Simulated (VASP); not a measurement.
A run of VASP 6.6.1:

Contents of INCAR:

```
PREC     = Accurate       # precision mode
ENCUT    = 520            # plane-wave cutoff, eV
EDIFF    = 1E-6           # SCF threshold, eV
ISMEAR   = 0              # smearing method
SIGMA    = 0.05           # smearing width, eV
LREAL    = F              # projectors in reciprocal space
LASPH    = T              # aspherical terms in the spheres
NELM     = 100            # most SCF steps
ALGO     = Normal         # electronic algorithm
ISIF     = 2              # what is computed and relaxed
LWAVE    = F              # write WAVECAR
LCHARG   = T              # write CHGCAR
GGA      = PE             # functional
LELF     = T              # ELF
LVHAR    = T            
NBANDS   = 25             # bands
```

File KPOINTS:

```
Automatic mesh
0
Gamma
  8 8 8
```

File POSCAR:

```
LiCaF3
1.0
    3.9804017882      0.9951004471      0.9951004471
    0.9951004471      3.9804017882      0.9951004471
    0.9951004471      0.9951004471      3.9804017882
Li Ca F
1 1 3
Direct
    0.5000000000      0.5000000000      0.5000000000
    0.0000000000      0.0000000000      0.0000000000
    0.0000000000      0.5000000000      0.5000000000
    0.5000000000      0.5000000000      0.0000000000
    0.5000000000      0.0000000000      0.5000000000
```

Potentials or basis: VASP PAW PBE potentials, release 64 (Li_sv, Ca_sv, F).

The run is started by

```sh
$ cat potpaw_PBE.64/Li_sv/POTCAR potpaw_PBE.64/Ca_sv/POTCAR potpaw_PBE.64/F/POTCAR > POTCAR
$ mpirun -np 1 vasp_std > vasp.out
```

Hardware: 1 thread of AMD EPYC 7R43 64-Core Processor (Zen 3), on a shared host.

Task: Estimate the wall time of this run.

Result: Wall time 120 s on 1 thread of AMD EPYC 7R43 64-Core Processor (Zen 3), on a shared host, peak memory 0.18 GiB. Counts: scf iterations 13, k points 65.
